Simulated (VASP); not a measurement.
All values below come from r2SCAN meta-GGA, VASP's PBE PAW potentials (set 64) (plane waves; VASP).

VASP ran on this input.

### POSCAR
```
GaAs
3.9676940
  0.0000000000   0.7071068616   0.7071068616
  0.7071068616   0.0000000000   0.7071068616
  0.7071068616   0.7071068616   0.0000000000
Ga As
1 1
Direct
  0.0000000000   0.0000000000   0.0000000000
  0.2500000000   0.2500000000   0.2500000000
```

KPOINTS:
```
Automatic mesh
0
Gamma
8 8 8
0 0 0
```

INCAR:
```
# general
SYSTEM  = GaAs
PREC    = Accurate
ENCUT   = 520
LREAL   = F   # projection in real space or not
LASPH   = T

# electronic loop
EDIFF   = 1E-7   # SCF stop (eV)
NELM    = 100   # most electronic steps
ALGO    = Normal
LMAXMIX = 4   # l cut-off of mixed one-centre charges
LMIXTAU = T

# smearing
ISMEAR  = 0
SIGMA   = 0.05   # width (eV)

# functional
METAGGA = R2SCAN

# ions
ISIF    = 2   # forces and stress, cell fixed

# output
LWAVE   = F
LCHARG  = F
```

POTCAR, in this order: Ga_d As (PBE.64 set). Program: vasp_std.

Task: What does the run give for the energy per atom (σ→0), pressure, band gap (on the k-mesh)?

Result: 
```
Item                                        Value
------------------------  -----------------------
energy per atom (σ→0)     -1304.6 kJ/mol of atoms
band gap (on the k-mesh)                  1.18 eV
pressure                                 2.42 GPa
```

**OSZICAR**
```
...
DAV:  13    -0.270424721691E+02   -0.22280E-02   -0.50844E-04   779   0.251E-01    0.150E-02
DAV:  14    -0.270431530235E+02   -0.68085E-03   -0.48697E-04   769   0.305E-01    0.355E-03
DAV:  15    -0.270432557321E+02   -0.10271E-03   -0.12276E-04   779   0.142E-01    0.856E-03
DAV:  16    -0.270432725251E+02   -0.16793E-04   -0.26307E-06   969   0.173E-02    0.603E-03
DAV:  17    -0.270432828763E+02   -0.10351E-04   -0.16484E-06   789   0.162E-02    0.202E-03
DAV:  18    -0.270432889577E+02   -0.60814E-05   -0.25385E-06   754   0.173E-02    0.427E-04
DAV:  19    -0.270432889649E+02   -0.72423E-08   -0.17835E-07   844   0.423E-03
   1 F= -.27043289E+02 E0= -.27043289E+02  d E =-.104340E-14
```

The compound is GaAs in the zinc blende structure. This cell is one point of a volume scan, at 0.97 of the reference volume.
